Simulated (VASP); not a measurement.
VASP ran on this input.

**KPOINTS**
```
Regular mesh
0
Gamma
  9 9 9
```

INCAR:
```
LWAVE  =  .FALSE.
PSTRESS  =  300   # kbar
NSW  =  40   # most ionic steps
NELM  =  100   # most electronic steps
LASPH  =  .TRUE.
ALGO  =  Normal   # blocked Davidson
SIGMA  =  0.05   # width (eV)
PREC  =  Accurate
EDIFFG  =  -0.02   # ionic stop
SYSTEM  =  AgBr
IBRION  =  2   # conjugate gradients
ISMEAR  =  0
LCHARG  =  .FALSE.
LREAL  =  .FALSE.
EDIFF  =  1E-6   # SCF stop (eV)
LMAXMIX  =  4   # l cut-off of mixed one-centre charges
ENCUT  =  500
ISIF  =  3   # ions, shape and volume
```

File POSCAR:
```
AgBr
1
    0.0000000000     2.6208697533     2.6208697533
    2.6208697533     0.0000000000     2.6208697533
    2.6208697533     2.6208697533     0.0000000000
Ag Br
1 1
Direct
  0.0000000000   0.0000000000   0.0000000000
  0.5000000000   0.5000000000   0.5000000000
```

POTCAR, in this order: Ag Br (LDA.64 set). Program: vasp_std.

Q: Write an equivalent input for Ansatz.

A: One equivalent input (not run):
Ansatz 0.2 input:
```yaml
crystal:
  lattice:
    - [0.0000000, 2.6208698, 2.6208698]
    - [2.6208698, 0.0000000, 2.6208698]
    - [2.6208698, 2.6208698, 0.0000000]
  atoms:
    - { symbol: Ag, position: [0.0000000, 0.0000000, 0.0000000] }
    - { symbol: Br, position: [0.5000000, 0.5000000, 0.5000000] }
kpoints:
  mp_grid: { grid: [9, 9, 9] }
hamiltonian:
  xc: lda
  pseudopotentials: { kind: paw }
scf:
  occupations: { method: gaussian, width: 0.05 }
  max_iter: 100
relax:
  max_steps: 40
  f_tol: 0.02
  cell: { p_target: 30 }
output: { forces: true, stress: true, eigenvalues: true }
```
The two are equivalent in intent, not identical: each code has its own PAW files, so the cut-off isn't converted (ENCUT is set for VASP's; basis.ecutwfc is left out, and Ansatz then takes the one that its files recommend); Ansatz stops its SCF on the density residual and VASP on the energy change (EDIFF); Ansatz's lda is the Perdew-Wang form, while the LDA potentials of VASP carry Perdew-Zunger's.

The compound is AgBr in the rock salt structure. This run relaxes it under an external pressure of 30 GPa. Symmetry was kept, so distortions that lower it aren't found.
